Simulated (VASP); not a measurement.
# Al2Pt with r2SCAN: from relaxation to properties, part 2 of 4

Wanted: the relaxed cell of Al2Pt and its properties. The start is a cell from a database of measured crystal structures.

VASP 6.6.1; r2SCAN; plane waves and PAW (Al, Pt).

So far. Step 2 (Full relaxation (r2SCAN)): It ends with forces that vanish by symmetry and a pressure of 0.04 GPa. The volume lies -0.5 % from that of the database's start, which holds the thermal and zero-point expansion of its experiment. The relaxed cell has a = 5.900 Å (conventional setting).

The database entry behind the starting cell differs from later determinations by our own check (0.1 to 0.3 % short, probably kX units), so it need not match the best structure at ambient conditions.

### 3. Single point with fields (r2SCAN)

A single point on the relaxed cell gives a clean self-consistent state, with density, ELF and potential written out.

INCAR

```
SYSTEM = Al2Pt
PREC = Accurate
ENCUT = 400
EDIFF = 1E-06
NELM = 100
ISMEAR = 1
SIGMA = 0.2
LREAL = .FALSE.
ALGO = Normal
METAGGA = R2SCAN
LASPH = .TRUE.
NBANDS = 14
LORBIT = 11
LWAVE = .FALSE.
LCHARG = .TRUE.
ISIF = 2
LELF = .TRUE.
LVHAR = .TRUE.
```

POSCAR

```
Al2Pt
1.0
    0.0000000000      2.9498024828      2.9498024828
    2.9498024828      0.0000000000      2.9498024828
    2.9498024828      2.9498024828      0.0000000000
Al Pt
2 1
Direct
    0.2500000000      0.2500000000      0.2500000000
    0.7500000000      0.7500000000      0.7500000000
    0.0000000000      0.0000000000      0.0000000000
```

KPOINTS

```
Automatic mesh
0
Gamma
8 8 8
0 0 0
```

The projector-augmented-wave data sets are Al and Pt (PBE family, release 64).

On the command line:

```
$ mpirun -np 2 vasp_std
```

The program printed:

```text
[banner, memory and clock lines left out]
running    2 mpi-ranks, on    1 nodes
 distrk:  each k-point on    2 cores,    1 groups
 distr:  one band on    1 cores,    2 groups

 POSCAR found type information on POSCAR AlPt
 POSCAR found :  2 types and       3 ions
 [... a notice as in an earlier step ...]

 LDA part: xc-table for (None), standard interpolation
 POSCAR, INCAR and KPOINTS ok, starting setup
 FFT: planning ... GRIDC
 FFT: planning ... GRID_SOFT
 FFT: planning ... GRID
 WAVECAR not read
 entering main loop
       N       E                     dE             d eps       ncg     rms          rms(c)
DAV:   1    -0.136194572904E+02   -0.13619E+02   -0.60014E+03   828   0.812E+02
DAV:   2    -0.705128443927E+02   -0.56893E+02   -0.49552E+02   978   0.158E+02
DAV:   3    -0.718372053463E+02   -0.13244E+01   -0.13180E+01  1040   0.239E+01
DAV:   4    -0.718476164035E+02   -0.10411E-01   -0.10410E-01   914   0.250E+00
DAV:   5    -0.718478127978E+02   -0.19639E-03   -0.19639E-03  1092   0.356E-01    0.957E+00
DAV:   6    -0.679792219083E+02    0.38686E+01   -0.29948E+00   902   0.167E+01    0.365E+00
DAV:   7    -0.678952512408E+02    0.83971E-01   -0.24111E-01   896   0.482E+00    0.214E+00
DAV:   8    -0.678925104140E+02    0.27408E-02   -0.36088E-02   896   0.145E+00    0.450E-01
DAV:   9    -0.678911993839E+02    0.13110E-02   -0.13254E-02  1004   0.117E+00    0.213E-01
DAV:  10    -0.678912040502E+02   -0.46663E-05   -0.56470E-04   932   0.218E-01    0.765E-02
DAV:  11    -0.678911939945E+02    0.10056E-04   -0.96990E-05  1010   0.741E-02    0.124E-02
DAV:  12    -0.678911984745E+02   -0.44800E-05   -0.17832E-06   910   0.127E-02    0.578E-03
DAV:  13    -0.678911957291E+02    0.27454E-05   -0.49391E-07   580   0.688E-03    0.960E-04
DAV:  14    -0.678911958484E+02   -0.11931E-06   -0.38915E-08   508   0.158E-03
   1 F= -.67891196E+02 E0= -.67890247E+02  d E =-.284550E-02
```

Run time: 17 s. Hardware: 2 MPI ranks of Intel Xeon 6975P-C (Granite Rapids), shared host; peak memory 0.26 GiB.

From OUTCAR (step 3):

```text
  LATTYP: Found a face centered cubic cell.
 ALAT       =     5.8996049656

The static configuration has the point symmetry O_h .

 Found     29 irreducible k-points:

   ENCUT  =  400.0 eV  29.40 Ry    5.42 a.u.   6.80  6.80  6.80*2*pi/ulx,y,z

   NELECT =      16.0000    total number of electrons

 E-fermi :   7.8318

 k-point     1 :       0.0000    0.0000    0.0000
  band No.  band energies     occupation
    ...
      2       2.5049      2.00000
      3       2.5049      2.00000
      4       2.5049      2.00000
      5       3.9284      2.00000
      6       3.9284      2.00000
      7      11.5691     -0.00000
      8      11.8322      0.00000
      9      11.8322      0.00000
     10      11.8322      0.00000
     11      13.6685      0.00000
    ...

 k-point     2 :       0.1250    0.0000    0.0000
  band No.  band energies     occupation
    ...
      2       2.3850      2.00000
      3       2.5801      2.00000
      4       2.5801      2.00000
      5       3.9060      2.00000
      6       3.9060      2.00000
      7       9.6326     -0.00000
      8      11.2681     -0.00000
      9      11.2681     -0.00000
     10      11.8371      0.00000
     11      14.2562      0.00000
    ...

  Total        0.0144713      0.0144713      0.0144713     -0.0000000     -0.0000000      0.0000000
  in kB        0.4516567      0.4516567      0.4516567     -0.0000000     -0.0000000      0.0000000
  external PRESSURE =       0.4516567 kB  Pullay stress =       0.0000000 kB

  energy-cutoff  :      400.00
  volume of cell :       51.33
      direct lattice vectors                 reciprocal lattice vectors
     0.000000000  2.949802483  2.949802483    -0.169502874  0.169502874  0.169502874
     2.949802483  0.000000000  2.949802483     0.169502874 -0.169502874  0.169502874
     2.949802483  2.949802483  0.000000000     0.169502874  0.169502874 -0.169502874

 POSITION                                       TOTAL-FORCE (eV/Angst)
 -----------------------------------------------------------------------------------
      1.47490      1.47490      1.47490         0.000000     -0.000000      0.000000
      4.42470      4.42470      4.42470        -0.000000      0.000000     -0.000000
      0.00000      0.00000      0.00000         0.000000     -0.000000     -0.000000
 -----------------------------------------------------------------------------------
    total drift:                               -0.000000     -0.000000      0.000000

  FREE ENERGIE OF THE ION-ELECTRON SYSTEM (eV)
  ---------------------------------------------------
  free  energy   TOTEN  =       -67.8911958484 eV

  energy  without entropy=      -67.8883503474  energy(sigma->0) =      -67.89024735

[... 6 parts as in an earlier step ...]

[... 5 further parts left out ...]
```

This step gave:

```yaml
scf_cycles: 14
free_energy_toten: -67.8912 eV
energy_at_zero_smearing: -67.8902 eV
pressure: 0.04517 GPa
```

Valence electrons inside each PAW sphere by angular momentum. Sphere charges, by row:

```
atom  s (e)  p (e)  d (e)  tot (e)
 Al1  0.398  0.378      0    0.776
 Al2  0.398  0.378      0    0.776
 Pt3  0.837  0.743  8.161    9.742
```

Electrostatic potential energy in the ac plane of a cell with a along [110], b along [-110] and c along [001] of the cube at fractional y = 0.000, with atoms of Al and Pt within 0.2 Å of it. With pseudopotentials it is smooth inside the atoms' cores, unlike the true potential.

Ten even steps from '0' (-84 eV) to '9' (4 eV), each cell a mean:
```
13699999963124899999842
45898778985446898789864
88986336898889974248998
99983004899999961016999
99984004899999972027999
99997557999999986568999
99999889999999998889999
99999999999999999999999
99999999999999999999999
99998778999999998789999
99986336899999974248999
99983004899999961016999
99984005899999972027999
67887557887668986568986
24799889974235898889853
12699999962114799999741
```
Columns run along a (8.3 Å; values clipped at the 3rd and 97th percentile), rows up along c (5.9 Å), edges of the conventional cell, whose origin can differ from the input's. Atoms in or near the plane, at fractional coordinates: Al at (0.25, 0.25), Al at (0.75, 0.25), Al at (0.25, 0.75), Al at (0.75, 0.75), Pt at (0.00, 0.00), Pt at (0.50, 0.00).

Valence density in the ac plane of a cell with a along [110], b along [-110] and c along [001] of the cube at fractional y = 0.000, with atoms of Al and Pt within 0.2 Å of it. It is the smooth field of the valence electrons, not physical close to the nuclei.

Ten even steps from '_' (0.0 e/Å³) to '@' (3.4 e/Å³), each cell a mean:
```
%%**--..________..--**%%##==::__________::==##
++--::..________..::--++==::..__________..--==
::....____________....::......__________......
______________________________________________
______________________________________________
______________________________________________
______________________________________________
______________________________________________
______________________________________________
______________________________________________
______________________________________________
______________________________________________
....________________......__________________..
--::....________....::----....__________..::--
**++::..________..::++##**--..__________..--**
@@**--..________..--##@@%%++::__________::++%%
```
Columns run along a (8.3 Å), rows up along c (5.9 Å), edges of the conventional cell, whose origin can differ from the input's. Atoms in or near the plane, at fractional coordinates: Al at (0.25, 0.25), Al at (0.75, 0.25), Al at (0.25, 0.75), Al at (0.75, 0.75), Pt at (0.00, 0.00), Pt at (0.50, 0.00).

ELF in the ac plane of a cell with a along [110], b along [-110] and c along [001] of the cube at fractional y = 0.000, with atoms of Al and Pt within 0.2 Å of it. It is the smooth field of the valence electrons, not physical close to the nuclei.

Values, 9 rows by 16 columns, each cell a mean:
```
0.09 0.30 0.50 0.56 0.53 0.54 0.38 0.13 0.09 0.30 0.50 0.56 0.53 0.54 0.38 0.13
0.37 0.47 0.61 0.30 0.19 0.55 0.53 0.39 0.37 0.47 0.61 0.30 0.19 0.55 0.53 0.39
0.30 0.38 0.34 0.08 0.05 0.25 0.40 0.31 0.30 0.38 0.34 0.08 0.05 0.25 0.40 0.31
0.07 0.13 0.27 0.39 0.42 0.33 0.17 0.08 0.07 0.13 0.27 0.39 0.42 0.33 0.17 0.08
0.02 0.08 0.27 0.49 0.52 0.35 0.12 0.03 0.02 0.08 0.27 0.49 0.52 0.35 0.12 0.03
0.11 0.17 0.27 0.31 0.31 0.28 0.20 0.12 0.11 0.17 0.27 0.31 0.31 0.28 0.20 0.12
0.34 0.44 0.41 0.09 0.04 0.30 0.47 0.36 0.34 0.44 0.41 0.09 0.04 0.30 0.47 0.36
0.33 0.44 0.60 0.40 0.30 0.61 0.50 0.36 0.33 0.44 0.60 0.40 0.30 0.61 0.50 0.36
0.06 0.25 0.47 0.55 0.55 0.51 0.35 0.07 0.06 0.25 0.47 0.55 0.55 0.51 0.35 0.07
```
Columns run along a (8.3 Å), rows up along c (5.9 Å), edges of the conventional cell, whose origin can differ from the input's. Atoms in or near the plane, at fractional coordinates: Al at (0.25, 0.25), Al at (0.75, 0.25), Al at (0.25, 0.75), Al at (0.75, 0.75), Pt at (0.00, 0.00), Pt at (0.50, 0.00).

In this run the pressure is 0.05 GPa, small enough to go on.

### 4. Band structure (r2SCAN)

The mesh alone shows little of the dispersion and can miss band extrema, so KPOINTS_OPT adds a path through the symmetry points after the self-consistent cycle.

INCAR

```
SYSTEM = Al2Pt
PREC = Accurate
ENCUT = 400
EDIFF = 1E-06
NELM = 100
ISMEAR = 1
SIGMA = 0.2
LREAL = .FALSE.
ALGO = Normal
METAGGA = R2SCAN
LASPH = .TRUE.
NBANDS = 21
LORBIT = 11
LWAVE = .FALSE.
LCHARG = .FALSE.
KPAR = 2
```

POSCAR is that of step 3.

KPOINTS is that of step 3.

KPOINTS_OPT

```
Line mode
16
Line-mode
Reciprocal
  0.00000000   0.00000000   0.00000000 GAMMA
  0.50000000   0.00000000   0.50000000 X

  0.50000000   0.00000000   0.50000000 X
  0.50000000   0.25000000   0.75000000 W

  0.50000000   0.25000000   0.75000000 W
  0.37500000   0.37500000   0.75000000 K

  0.37500000   0.37500000   0.75000000 K
  0.00000000   0.00000000   0.00000000 GAMMA

  0.00000000   0.00000000   0.00000000 GAMMA
  0.50000000   0.50000000   0.50000000 L

  0.50000000   0.50000000   0.50000000 L
  0.62500000   0.25000000   0.62500000 U

  0.62500000   0.25000000   0.62500000 U
  0.50000000   0.25000000   0.75000000 W

  0.50000000   0.25000000   0.75000000 W
  0.50000000   0.50000000   0.50000000 L

  0.50000000   0.50000000   0.50000000 L
  0.37500000   0.37500000   0.75000000 K

  0.62500000   0.25000000   0.62500000 U
  0.50000000   0.00000000   0.50000000 X
```

On the command line:

```
$ mpirun -np 2 vasp_std
```

The program printed:

```text
[banner, memory and clock lines left out]
running    2 mpi-ranks, on    1 nodes
 distrk:  each k-point on    1 cores,    2 groups
 distr:  one band on    1 cores,    1 groups

 POSCAR found type information on POSCAR AlPt
 POSCAR found :  2 types and       3 ions
 [... a notice as in an earlier step ...]

 LDA part: xc-table for (None), standard interpolation
 POSCAR, INCAR and KPOINTS ok, starting setup
 FFT: planning ... GRIDC
 FFT: planning ... GRID_SOFT
 FFT: planning ... GRID
 WAVECAR not read
 entering main loop
       N       E                     dE             d eps       ncg     rms          rms(c)
DAV:   1    -0.119714167723E+02   -0.11971E+02   -0.54894E+03  1250   0.540E+02
DAV:   2    -0.703540932175E+02   -0.58383E+02   -0.52096E+02  1412   0.130E+02
DAV:   3    -0.718346160229E+02   -0.14805E+01   -0.14684E+01  1512   0.183E+01
DAV:   4    -0.718475649275E+02   -0.12949E-01   -0.12947E-01  1408   0.197E+00
DAV:   5    -0.718478118613E+02   -0.24693E-03   -0.24693E-03  1478   0.279E-01    0.957E+00
DAV:   6    -0.679806196236E+02    0.38672E+01   -0.20399E+00  1328   0.111E+01    0.361E+00
DAV:   7    -0.678949230088E+02    0.85697E-01   -0.14986E-01  1323   0.314E+00    0.213E+00
DAV:   8    -0.678920963342E+02    0.28267E-02   -0.29173E-02  1378   0.957E-01    0.440E-01
DAV:   9    -0.678912114417E+02    0.88489E-03   -0.80796E-03  1442   0.745E-01    0.210E-01
DAV:  10    -0.678911928543E+02    0.18587E-04   -0.42815E-04  1413   0.137E-01    0.599E-02
DAV:  11    -0.678911935341E+02   -0.67987E-06   -0.47388E-05  1468   0.363E-02    0.110E-02
DAV:  12    -0.678911980925E+02   -0.45584E-05   -0.84398E-07  1121   0.506E-03    0.508E-03
DAV:  13    -0.678911956913E+02    0.24012E-05   -0.18084E-07   854   0.286E-03    0.765E-04
DAV:  14    -0.678911957068E+02   -0.15543E-07   -0.20512E-08   779   0.830E-04
   1 F= -.67891196E+02 E0= -.67890247E+02  d E =-.284539E-02
 Start KPOINTS_OPT (optional k-point list driver)
k-point batch [1-29\160]
       N       E                     dE             ncg
DAV:   1     0.332334480916E+04   -0.72330E+04     1234
DAV:   2     0.171128078639E+04   -0.16121E+04     1376
DAV:   3     0.167232010139E+04   -0.38961E+02     1557
DAV:   4     0.167188001238E+04   -0.44009E+00     1449
DAV:   5     0.167186997667E+04   -0.10036E-01     1493
DAV:   6     0.167186969183E+04   -0.28484E-03     1487
DAV:   7     0.167186968293E+04   -0.89005E-05     1491
DAV:   8     0.167186968269E+04   -0.24029E-06      993
[...]
k-point batch [146-160\160]
       N       E                     dE             ncg
DAV:   1     0.811198584410E+04   -0.58347E+04      662
DAV:   2     0.732076305562E+04   -0.79122E+03      710
DAV:   3     0.730268268725E+04   -0.18080E+02      847
DAV:   4     0.730248376808E+04   -0.19892E+00      740
DAV:   5     0.730247931615E+04   -0.44519E-02      797
DAV:   6     0.730247919217E+04   -0.12398E-03      814
DAV:   7     0.730247918826E+04   -0.39128E-05      836
DAV:   8     0.730247918815E+04   -0.10844E-06      503
```

Elapsed: 72 s, on 2 MPI ranks; peak memory 0.33 GiB; 2.4 min of CPU time.

Parts of OUTCAR (step 4):

```text
The static configuration has the point symmetry O_h .

 Found     29 irreducible k-points:

   k-points           NKPTS =     29   k-points in BZ     NKDIM =     29   number of bands    NBANDS=     21

   NELECT =      16.0000    total number of electrons

 E-fermi :   7.8318

 k-point     3 :       0.2500    0.0000    0.0000
  band No.  band energies     occupation
    ...
      3       2.7372      2.00000
      4       2.7372      2.00000
      5       3.9162      2.00000
      6       3.9162      2.00000
      7       6.9494      2.00000
      8      10.2306     -0.00000
      9      10.2306     -0.00000
     10      12.2503      0.00000
     11      13.7780      0.00000
     12      13.7780      0.00000
    ...

 k-point     5 :       0.5000    0.0000    0.0000
  band No.  band energies     occupation
    ...
      3       2.8458      2.00000
      4       2.8458      2.00000
      5       3.9398      2.00000
      6       4.1839      2.00000
      7       4.1839      2.00000
      8       8.8947     -0.00000
      9       8.8947     -0.00000
     10      12.1956      0.00000
     11      13.4099      0.00000
     12      13.4099      0.00000
    ...

  Total        0.0148798      0.0148798      0.0148798      0.0000000     -0.0000000      0.0000000
  in kB        0.4644075      0.4644075      0.4644075      0.0000000     -0.0000000      0.0000000
  external PRESSURE =       0.4644075 kB  Pullay stress =       0.0000000 kB

 POSITION                                       TOTAL-FORCE (eV/Angst)
 -----------------------------------------------------------------------------------
      1.47490      1.47490      1.47490        -0.000000     -0.000000     -0.000000
      4.42470      4.42470      4.42470         0.000000      0.000000      0.000000
      0.00000      0.00000      0.00000         0.000000     -0.000000     -0.000000
 -----------------------------------------------------------------------------------
    total drift:                               -0.000000     -0.000000      0.000000

  FREE ENERGIE OF THE ION-ELECTRON SYSTEM (eV)
  ---------------------------------------------------
  free  energy   TOTEN  =       -67.8911957068 eV

  energy  without entropy=      -67.8883503175  energy(sigma->0) =      -67.89024724

[... 11 parts as in an earlier step ...]

[... 2 further parts left out ...]
```

Spin-orbit coupling is off here; with elements this heavy it splits and shifts levels by tenths of an eV or more.

Numbers from this step:

* bands: 21
* pressure: 0.04644 GPa

Electronic bands along the path, in eV, zero at the Fermi level; # counts the bands kept:

```
          point     #6     #7     #8     #9   #10   #11   #12    #13
              Γ  -3.90   3.74   4.00   4.00  4.00  5.84  5.84   5.84
0.53 of the way  -3.61  -0.33   0.32   0.32  3.61  4.19  8.48   8.48
              X  -3.61  -3.36  -1.70  -1.70  3.61  3.76  8.49  11.74
0.53 of the way  -3.61  -3.43  -2.13  -1.16  4.29  4.66  7.36   9.51
              W  -3.43  -2.90  -2.90  -0.90  5.68  5.68  6.67   6.80
0.53 of the way  -3.64  -3.15  -2.33  -0.78  4.36  6.00  6.66   8.42
              K  -3.83  -3.17  -2.08  -0.64  3.74  5.88  7.21   9.46
0.53 of the way  -3.73  -0.93   0.21   2.76  4.90  5.46  5.93   6.80
              Γ  -3.90   3.74   4.00   4.00  4.00  5.84  5.84   5.84
0.47 of the way  -3.92  -0.55   2.54   2.54  4.38  6.00  6.00   6.11
              L  -3.65  -3.65   1.06   1.06  4.36  5.58  5.58   6.03
0.47 of the way  -3.73  -3.45  -0.49   0.50  3.94  6.17  6.81   7.43
              U  -3.83  -3.17  -2.08  -0.64  3.74  5.88  7.21   9.46
0.47 of the way  -3.64  -3.15  -2.33  -0.78  4.36  6.00  6.66   8.42
              W  -3.43  -2.90  -2.90  -0.90  5.68  5.68  6.67   6.80
0.53 of the way  -3.67  -3.42  -0.81   0.25  4.27  5.68  7.38   7.69
              L  -3.65  -3.65   1.06   1.06  4.36  5.58  5.58   6.03
0.47 of the way  -3.73  -3.45  -0.49   0.50  3.94  6.17  6.81   7.43
              K  -3.83  -3.17  -2.08  -0.64  3.74  5.88  7.21   9.46
      jump to U  -3.83  -3.17  -2.08  -0.64  3.74  5.88  7.21   9.46
0.47 of the way  -3.72  -3.55  -1.83  -1.34  3.69  4.44  7.95  10.74
              X  -3.61  -3.36  -1.70  -1.70  3.61  3.76  8.49  11.74
```

Of the projections kept (Al, Pt), the largest for each band there; the rest of the weight can lie on other orbitals:

```
point       #6       #7       #8       #9      #10      #11      #12      #13
    Γ  Pt 1.00  Al 1.00  Pt 0.96  Pt 0.96  Pt 0.96  Pt 0.59  Pt 0.59  Pt 0.59
    X  Pt 0.98  Pt 1.00  Al 0.50  Al 0.50  Pt 0.63  Pt 0.94        -  Al 0.86
    W  Pt 1.00  Pt 0.81  Pt 0.81  Pt 0.84  Al 0.56  Al 0.56  Pt 0.92  Pt 0.72
    K  Pt 0.97  Pt 0.91  Pt 0.87  Pt 0.66  Pt 0.68  Pt 0.65  Al 0.63  Al 0.88
    Γ  Pt 1.00  Al 1.00  Pt 0.96  Pt 0.96  Pt 0.96  Pt 0.59  Pt 0.59  Pt 0.59
    L  Pt 1.00  Pt 1.00  Pt 0.58  Pt 0.58  Al 0.99  Pt 0.65  Pt 0.65  Pt 0.61
```

There is no gap at this level.

[end of part 2 of 4]

[Lines on the potential files, build, host, timing and source positions are cut from VASP's logs without a mark.]

[Logs are printed without paths, hosts, clocks, repeated set-up lines and the standing remarks that a program may print on its own settings, such as how far it seeks lower states.]

[Hosts, paths, dates, database ids (printed as entryN), source tags and the programs' standing remarks are cut or masked in the printed files.]

[A measured line is paired with the nearest computed mode of its activity, which favours agreement.]
